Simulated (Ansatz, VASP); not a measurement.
**SbPPb3: VASP beside Ansatz**

```
CELL_PARAMETERS angstrom
6.21751 0.00000 0.00000
0.00000 6.21751 0.00000
0.00000 0.00000 6.21751
ATOMIC_POSITIONS crystal
P 0.00000 0.00000 0.00000
Sb 0.50000 0.50000 0.50000
Pb 0.50000 0.50000 0.00000
Pb 0.50000 0.00000 0.50000
Pb 0.00000 0.50000 0.50000
```

The cell comes from a database or a generator and needn't be the stable form of this composition.

Alike in both runs: task single point; functional PBE; k mesh 4 × 4 × 4; occupations gaussian, width 0.05 eV; no spin polarisation.

```csv
,VASP,Ansatz
version,VASP 6.6.1,Ansatz 0.2.0
potentials or method,"VASP PAW PBE potentials, release 64 (P, Sb, Pb_d)","scalar-relativistic, plane waves, PAW"
plane-wave cutoff (eV),520,420
valence electrons in the cell,52,62
```

|  | VASP | Ansatz | Ansatz less VASP |
| --- | --- | --- | --- |
| gap on the k mesh at the Fermi level (eV) | none | none | - |
| pressure (GPa) | -3.3 | -3.3 | +0.04 |

A gap of «none» marks a metal or a gap that the smearing closes. The functional is the same, so the differences come from potentials, cutoffs and numerics. The two sets of potentials don't hold the same shells in valence.

The runs have no spin-orbit coupling, so splittings on Pb, Sb are missing.
